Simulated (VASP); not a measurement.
Computed with revPBE GGA, VASP's PBE PAW potentials (set 64) (plane waves; VASP).

VASP ran on this input.

File KPOINTS:
```
Automatic mesh
0
Gamma
8 8 8
0 0 0
```

POSCAR:
```
SiC
1
    3.1313380000     0.0000000000     0.0000000000
   -1.5656690000     2.7118190000     0.0000000000
    0.0000000000     0.0000000000    10.2511990000
Si C
4 4
Direct
  0.0000000000   0.0000000000   0.0000000000
  0.0000000000   0.0000000000   0.5000000000
  0.6666670000   0.3333330000   0.7501800000
  0.3333330000   0.6666670000   0.2501800000
  0.0000000000   0.0000000000   0.8121600000
  0.0000000000   0.0000000000   0.3121600000
  0.6666670000   0.3333330000   0.5632900000
  0.3333330000   0.6666670000   0.0632900000
```

**INCAR**
```
! general
SYSTEM = SiC
PREC   = Accurate
ENCUT  = 280
LREAL  = .FALSE.
LASPH  = .TRUE.

! electronic loop
EDIFF  = 1E-03
NELM   = 100
ALGO   = Normal

! smearing
ISMEAR = 1
SIGMA  = 0.2

! functional
GGA    = RE

! ions
ISIF   = 2

! output
LWAVE  = .FALSE.
LCHARG = .FALSE.
```

POTCAR, in this order: Si C (PBE.64 set). Program: vasp_std.

Question: What will the output report for the number of irreducible k-points (NKPTS), largest plane-wave count, number of space-group operations, FFT grid (NGX, NGY, NGZ)?

Answer: 
```yaml
number of irreducible k-points (NKPTS): 50
largest_plane_wave_count: 952
number_of_space_group_operations: 12
FFT grid (NGX, NGY, NGZ): 18 × 18 × 56
```

The structure was generated: SiC was put into an ordered model structure, which need not be its known phase. The cell was not relaxed at this level. The run is one of a series of settings (EDIFF = 1E-03, ENCUT = 280, ISMEAR = 1, SIGMA = 0.2, KPOINTS 8×8×8 Γ-centred mesh against the base run), some of them coarse on purpose.
